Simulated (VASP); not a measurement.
Method: vdW-DF2, VASP's PBE PAW potentials (set 64) (plane waves; VASP 6.6.1).

Input for VASP

POSCAR:
```
SrTiO3
1
    4.0328607311     0.0000000000     0.0000000000
    0.0000000000     4.0328607311     0.0000000000
    0.0000000000     0.0000000000     4.0328607311
Sr Ti O
1 1 3
Direct
  0.0000000000   0.0000000000   0.0000000000
  0.5000000000   0.5000000000   0.5000000000
  0.5000000000   0.0000000000   0.5000000000
  0.0000000000   0.5000000000   0.5000000000
  0.5000000000   0.5000000000   0.0000000000
```

### KPOINTS
```
Automatic mesh
0
Gamma
6 6 6
0 0 0
```

### INCAR
```
SYSTEM=SrTiO3
PREC=Accurate; ENCUT=520; LREAL=.FALSE.
LASPH=.TRUE.
EDIFF=1E-7; NELM=100; ALGO=Normal
LMAXMIX=4
ISMEAR=0; SIGMA=0.05
GGA=ML; LUSE_VDW=.TRUE.; AGGAC=0.0
ZAB_VDW=-1.8867
ISIF=2
LWAVE=.FALSE.; LCHARG=.FALSE.
```

POTCAR, in this order: Sr_sv Ti_sv O (PBE.64 set). Program: vasp_std.

What VASP printed:

**OUTCAR**
```
 ion  position               nearest neighbor table
   1  0.000  0.000  0.000-   3 2.85   4 2.85   5 2.85   3 2.85   4 2.85   4 2.85   5 2.85   4 2.85
                             3 2.85   5 2.85   3 2.85   5 2.85   2 3.49   2 3.49   2 3.49   2 3.49
   2  0.500  0.500  0.500-   3 2.02   4 2.02   5 2.02   5 2.02   3 2.02   4 2.02   1 3.49   1 3.49
                             1 3.49   1 3.49   1 3.49   1 3.49   1 3.49   1 3.49
   3  0.500  0.000  0.500-   2 2.02   2 2.02   1 2.85   1 2.85   1 2.85   1 2.85
   4  0.000  0.500  0.500-   2 2.02   2 2.02   1 2.85   1 2.85   1 2.85   1 2.85
   5  0.500  0.500  0.000-   2 2.02   2 2.02   1 2.85   1 2.85   1 2.85   1 2.85
  LATTYP: Found a simple cubic cell.
 ALAT       =     4.0328607311
 Subroutine PRICEL returns:
 Original cell was already a primitive cell.
 Subroutine GETGRP returns: Found 48 space group operations
The static configuration has the point symmetry O_h .
The dynamic configuration has the point symmetry O_h .
 Subroutine INISYM returns: Found 48 space group operations
 Subroutine IBZKPT returns following result:
 Found     20 irreducible k-points:

 Following reciprocal coordinates:
            Coordinates               Weight
  0.000000  0.000000  0.000000      1.000000
  0.166667  0.000000  0.000000      6.000000
  0.333333  0.000000  0.000000      6.000000
  0.500000  0.000000  0.000000      3.000000
  0.166667  0.166667  0.000000     12.000000
  0.333333  0.166667  0.000000     24.000000
  0.500000  0.166667  0.000000     12.000000
  0.333333  0.333333  0.000000     12.000000
  0.500000  0.333333  0.000000     12.000000
  0.500000  0.500000  0.000000      3.000000
  0.166667  0.166667  0.166667      8.000000
  0.333333  0.166667  0.166667     24.000000
  0.500000  0.166667  0.166667     12.000000
  0.333333  0.333333  0.166667     24.000000
  0.500000  0.333333  0.166667     24.000000
  0.500000  0.500000  0.166667      6.000000
  0.333333  0.333333  0.333333      8.000000
  0.500000  0.333333  0.333333     12.000000
  0.500000  0.500000  0.333333      6.000000
  0.500000  0.500000  0.500000      1.000000
   k-points           NKPTS =     20   k-points in BZ     NKDIM =     20   number of bands    NBANDS=     24
   number of dos      NEDOS =    301   number of ions     NIONS =      5
   total plane-waves  NPLWV =  27000
   dimension x,y,z NGX =    30 NGY =   30 NGZ =   30
   dimension x,y,z NGXF=    60 NGYF=   60 NGZF=   60
   ions per type =               1   1   3
   PREC   = accura    normal or accurate (medium, high low for compatibility)
   ISTART =      0    job   : 0-new  1-cont  2-samecut
   ICHARG =      2    charge: 1-file 2-atom 10-const
   ISPIN  =      1    spin polarized calculation?
   LNONCOLLINEAR =      F non collinear calculations
   LSORBIT =      F    spin-orbit coupling
   INIWAV =      1    electr: 0-lowe 1-rand  2-diag
   ENCUT  =  520.0 eV  38.22 Ry    6.18 a.u.   7.50  7.50  7.50*2*pi/ulx,y,z
   NELM   =    100;   NELMIN=  2; NELMDL= -5     # of ELM steps
   EDIFF  = 0.1E-06   stopping-criterion for ELM
   LREAL  =      F    real-space projection
   NLSPLINE    = F    spline interpolate recip. space projectors
   LMAXMIX     =    4 max onsite mixed and CHGCAR
   VOSKOWN=      0    Vosko Wilk Nusair interpolation
   EDIFFG = 0.1E-05   stopping-criterion for IOM
   NSW    =      0    number of steps for IOM
   NBLOCK =      1;   KBLOCK =      1    inner block; outer block
   IBRION =     -1    ionic relax: 0-MD 1-quasi-New 2-CG
   NFREE  =      0    steps in history (QN), initial steepest desc. (CG)
   ISIF   =      2    stress and relaxation
   ISYM   =      2    0-nonsym 1-usesym 2-fastsym
   TEIN   =    0.0    initial temperature
   TEBEG  =    0.0;   TEEND  =   0.0 temperature during run
   SMASS  =  -3.00    Nose mass-parameter (am)
   PSTRESS=    0.0 pullay stress
   NELECT =      40.0000    total number of electrons
   EFERMI =   0.00;   METHOD = LEGACY
   ISMEAR =     0;   SIGMA  =   0.05  broadening in eV -4-tet -1-fermi 0-gaus
...
```

**OSZICAR**
```
       N       E                     dE             d eps       ncg     rms          rms(c)
DAV:   1     0.461818591888E+03    0.46182E+03   -0.21730E+04   960   0.182E+03
DAV:   2     0.106063251886E+01   -0.46076E+03   -0.45273E+03  1224   0.496E+02
DAV:   3    -0.411930960000E+02   -0.42254E+02   -0.42215E+02  1344   0.148E+02
DAV:   4    -0.431112050418E+02   -0.19181E+01   -0.19172E+01  1392   0.280E+01
DAV:   5    -0.431826978545E+02   -0.71493E-01   -0.71486E-01  1368   0.388E+00    0.251E+01
DAV:   6    -0.307152835548E+02    0.12467E+02   -0.92240E+01  1440   0.761E+01    0.159E+01
DAV:   7    -0.305097519064E+02    0.20553E+00   -0.17020E+01  1192   0.323E+01    0.983E+00
DAV:   8    -0.302026738860E+02    0.30708E+00   -0.16230E+00  1248   0.120E+01    0.461E+00
DAV:   9    -0.302399979853E+02   -0.37324E-01   -0.38229E-01  1352   0.535E+00    0.180E+00
DAV:  10    -0.302083773332E+02    0.31621E-01   -0.25125E-01  1208   0.503E+00    0.497E-01
DAV:  11    -0.302060284677E+02    0.23489E-02   -0.20511E-02  1272   0.993E-01    0.127E-01
DAV:  12    -0.302063316878E+02   -0.30322E-03   -0.22024E-03  1296   0.422E-01    0.140E-01
DAV:  13    -0.302059984052E+02    0.33328E-03   -0.10962E-03  1160   0.402E-01    0.412E-02
DAV:  14    -0.302059953463E+02    0.30589E-05   -0.52215E-05  1376   0.578E-02    0.161E-02
DAV:  15    -0.302059936432E+02    0.17031E-05   -0.47488E-06  1568   0.201E-02    0.106E-02
DAV:  16    -0.302059927649E+02    0.87837E-06   -0.57931E-06  1240   0.216E-02    0.249E-03
DAV:  17    -0.302059926460E+02    0.11887E-06   -0.40901E-07  1000   0.526E-03    0.123E-03
DAV:  18    -0.302059925704E+02    0.75630E-07   -0.41157E-08   536   0.229E-03
   1 F= -.30205993E+02 E0= -.30205993E+02  d E =-.935605E-22
```

### OUTCAR
```
------------------------ aborting loop because EDIFF is reached ----------------------------------------
  FORCE on cell =-STRESS in cart. coord.  units (eV):
  Direction    XX          YY          ZZ          XY          YZ          ZX
  --------------------------------------------------------------------------------------
  Total       -1.8116059     -1.8116059     -1.8116059     -0.0000000     -0.0000000      0.0000000
  in kB      -44.2521762    -44.2521762    -44.2521762     -0.0000000     -0.0000000      0.0000000
  external PRESSURE =     -44.2521762 kB  Pullay stress =       0.0000000 kB
  volume of cell :       65.59
      direct lattice vectors                 reciprocal lattice vectors
     4.032860731  0.000000000  0.000000000     0.247962939  0.000000000  0.000000000
     0.000000000  4.032860731  0.000000000     0.000000000  0.247962939  0.000000000
     0.000000000  0.000000000  4.032860731     0.000000000  0.000000000  0.247962939
 POSITION                                       TOTAL-FORCE (eV/Angst)
 -----------------------------------------------------------------------------------
      0.00000      0.00000      0.00000         0.000000      0.000000      0.000000
      2.01643      2.01643      2.01643         0.000000      0.000000      0.000000
      2.01643      0.00000      2.01643         0.000000      0.000000      0.000000
      0.00000      2.01643      2.01643         0.000000      0.000000      0.000000
      2.01643      2.01643      0.00000         0.000000      0.000000      0.000000
 -----------------------------------------------------------------------------------
    total drift:                                0.000000      0.000000     -0.000000
  FREE ENERGIE OF THE ION-ELECTRON SYSTEM (eV)
  ---------------------------------------------------
  free  energy   TOTEN  =       -30.2059925704 eV

  energy  without entropy=      -30.2059925704  energy(sigma->0) =      -30.20599257
```
(Selected blocks of OUTCAR.)

File OUTCAR:
```
 val. band max:        3.3006325387   @ k =   0.5000   0.5000   0.5000

 cond. band min:       4.9917878081   @ k =   0.0000   0.0000   0.0000


 Fermi energy:         3.6280735242

 k-point     1 :       0.0000    0.0000    0.0000
  band No.  band energies     occupation
      1     -53.7349      2.00000
      2     -29.9654      2.00000
      3     -29.8908      2.00000
      4     -29.8908      2.00000
      5     -29.8908      2.00000
      6     -13.6542      2.00000
      7     -12.7859      2.00000
      8     -12.7859      2.00000
      9     -11.8356      2.00000
     10     -11.8356      2.00000
     11     -11.8356      2.00000
     12       0.6704      2.00000
     13       0.6704      2.00000
     14       0.6704      2.00000
     15       2.3062      2.00000
     16       2.3062      2.00000
     17       2.3062      2.00000
     18       2.9152      2.00000
     19       2.9152      2.00000
     20       2.9152      2.00000
     21       4.9918      0.00000
     22       4.9918      0.00000
     23       4.9918      0.00000
     24       6.8685      0.00000

 k-point     2 :       0.1667    0.0000    0.0000
  band No.  band energies     occupation
      1     -53.7347      2.00000
      2     -29.9783      2.00000
      3     -29.8904      2.00000
      4     -29.8904      2.00000
      5     -29.8849      2.00000
      6     -13.6813      2.00000
      7     -12.8137      2.00000
      8     -12.7786      2.00000
      9     -11.8279      2.00000
     10     -11.8279      2.00000
     11     -11.6654      2.00000
     12       0.3613      2.00000
     13       0.6705      2.00000
     14       0.6705      2.00000
     15       2.0161      2.00000
     16       2.0161      2.00000
     17       2.1181      2.00000
     18       2.2597      2.00000
     19       2.7876      2.00000
     20       2.7876      2.00000
     21       5.0197      0.00000
     22       5.4538      0.00000
     23       5.4538      0.00000
     24       6.8700      0.00000
...
```

The compound is SrTiO3 in the cubic perovskite structure, the ideal cubic form; the compound distorts at low or room temperature. This cell is one point of a volume scan, at 1.03 of the reference volume.
